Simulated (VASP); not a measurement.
Data:

```xyz
5
Lattice="3.7704 0.0000 0.0000 0.0000 3.7704 0.0000 0.0000 0.0000 3.7704" Properties=species:S:1:pos:R:3 pbc="T T T"
Sr     0.0000     0.0000     0.0000
Ti     1.8852     1.8852     1.8852
O      1.8852     0.0000     1.8852
O      0.0000     1.8852     1.8852
O      1.8852     1.8852     0.0000
```

Level of theory: PBE GGA, VASP's PBE PAW potentials (set 64) (plane waves; VASP). Settings: 620 eV cut-off, 6×6×6 Γ-centred mesh, Gaussian smearing of 0.050 eV, potentials Sr_sv Ti_sv O.

Q: What does the run give for the energy per atom (σ→0), pressure, band gap (on the k-mesh) with the smallest direct gap where there is one?

A: 
| Quantity | Value |
|---|---|
| band gap (on the k-mesh) | 2.04 eV |
| smallest direct gap (on the k-mesh) | 2.31 eV |
| energy per atom (σ→0) | -7.894 eV/atom |
| pressure | 29.80 GPa |

Only differences to runs with the same potentials and settings are physical.

The compound is SrTiO3 in the cubic perovskite structure, the ideal cubic form; the compound distorts at low or room temperature. It was relaxed first under an external pressure of 30 GPa.
